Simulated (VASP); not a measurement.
Level of theory: PBEsol GGA, VASP's PBE PAW potentials (set 64) (plane waves; VASP).

Input for VASP

### INCAR
```
ALGO  =  Normal
CSHIFT  =  0.1
EDIFF  =  1E-7
ENCUT  =  400
GGA  =  PS
ISMEAR  =  0
LASPH  =  .TRUE.
LCHARG  =  .FALSE.
LMAXMIX  =  4
LOPTICS  =  .TRUE.
LREAL  =  .FALSE.
LWAVE  =  .FALSE.
NBANDS  =  66
NEDOS  =  1001
NELM  =  100
PREC  =  Accurate
SIGMA  =  0.01
SYSTEM  =  SiGe
```

### POSCAR
```
SiGe
1.0
  3.9003054221   0.0000000000   0.0000000000
 -1.9501527111   3.3777636899   0.0000000000
  0.0000000000   0.0000000000   6.4318608652
Si Ge
2 2
direct
  0.6666670000   0.3333330000   0.8746014851
  0.3333330000   0.6666670000   0.3746014851
  0.6666670000   0.3333330000   0.5003985149
  0.3333330000   0.6666670000   0.0003985149
```

### KPOINTS
```
kpoints
0
Gamma
 15 15 8
0 0 0
```

POTCAR, in this order: Si Ge_d (PBE.64 set). Program: vasp_std.

What VASP printed:

File OSZICAR:
```
       N       E                     dE             d eps       ncg     rms          rms(c)
DAV:   1     0.289610927095E+03    0.28961E+03   -0.99313E+03 27472   0.102E+03
DAV:   2     0.258557007105E+02   -0.26376E+03   -0.23618E+03 18276   0.381E+02
DAV:   3    -0.199060580533E+02   -0.45762E+02   -0.44819E+02 20360   0.660E+01
DAV:   4    -0.216150388080E+02   -0.17090E+01   -0.17056E+01 21146   0.139E+01
DAV:   5    -0.216358693885E+02   -0.20831E-01   -0.20828E-01 20712   0.175E+00    0.584E+00
DAV:   6    -0.213843983195E+02    0.25147E+00   -0.35016E-02 23376   0.936E-01    0.337E+00
DAV:   7    -0.212596085392E+02    0.12479E+00   -0.75276E-02 20222   0.102E+00    0.229E-01
DAV:   8    -0.212612867784E+02   -0.16782E-02   -0.73560E-03 21028   0.343E-01    0.116E-01
DAV:   9    -0.212616686830E+02   -0.38190E-03   -0.26167E-04 22574   0.102E-01    0.520E-02
DAV:  10    -0.212616632408E+02    0.54422E-05   -0.23795E-05 22776   0.288E-02    0.194E-02
DAV:  11    -0.212616684944E+02   -0.52536E-05   -0.41767E-06 20654   0.106E-02    0.364E-03
DAV:  12    -0.212616689525E+02   -0.45812E-06   -0.56869E-07 21086   0.283E-03    0.160E-03
DAV:  13    -0.212616689057E+02    0.46814E-07   -0.47414E-08 18878   0.962E-04
   1 F= -.21261669E+02 E0= -.21261669E+02  d E =-.392018E-48
 imaginary and real dielectric function
```

OUTCAR:
```
------------------------ aborting loop because EDIFF is reached ----------------------------------------
  FORCE on cell =-STRESS in cart. coord.  units (eV):
  Direction    XX          YY          ZZ          XY          YZ          ZX
  --------------------------------------------------------------------------------------
  Total       -0.0869111     -0.0869111      0.0877336      0.0000000      0.0000000      0.0000000
  in kB       -1.6433169     -1.6433170      1.6588692      0.0000000      0.0000000      0.0000000
  external PRESSURE =      -0.5425882 kB  Pullay stress =       0.0000000 kB
  volume of cell :       84.74
      direct lattice vectors                 reciprocal lattice vectors
     3.900305422  0.000000000  0.000000000     0.256390178  0.148026933  0.000000000
    -1.950152711  3.377763690  0.000000000     0.000000000  0.296053866  0.000000000
     0.000000000  0.000000000  6.431860865     0.000000000  0.000000000  0.155476000
 POSITION                                       TOTAL-FORCE (eV/Angst)
 -----------------------------------------------------------------------------------
      1.95015      1.12592      5.62532        -0.000000      0.000000      0.007480
     -0.00000      2.25184      2.40938         0.000000     -0.000000      0.007480
      1.95015      1.12592      3.21849        -0.000000      0.000000     -0.007480
     -0.00000      2.25184      0.00256         0.000000     -0.000000     -0.007480
 -----------------------------------------------------------------------------------
    total drift:                                0.000105     -0.000061      0.001092
  FREE ENERGIE OF THE ION-ELECTRON SYSTEM (eV)
  ---------------------------------------------------
  free  energy   TOTEN  =       -21.2616689057 eV

  energy  without entropy=      -21.2616689057  energy(sigma->0) =      -21.26166891

 plasma frequency squared (from intraband transitions) (eV^2)
  --------------------------------------------------------------------------------------
       0.000      -0.000       0.000
      -0.000       0.000      -0.000
       0.000      -0.000       0.000

 plasma frequency squared (from interband transitions, int dw w eps(2)(w)) (eV^2)
  --------------------------------------------------------------------------------------
     281.917       0.000      -0.000       0.000       0.000      -0.000
      -0.000      -0.000     281.917       0.000       0.000       0.000
       0.000       0.000       0.000      -0.000     281.763       0.000
```
(Selected blocks of OUTCAR.)

The dielectric response may not be converged in the k-mesh; for small gaps it tends to come out too large.

The structure comes from a computed database's SiGe entry (P6_3mc); how it stands against other phases isn't given here. It was relaxed first.
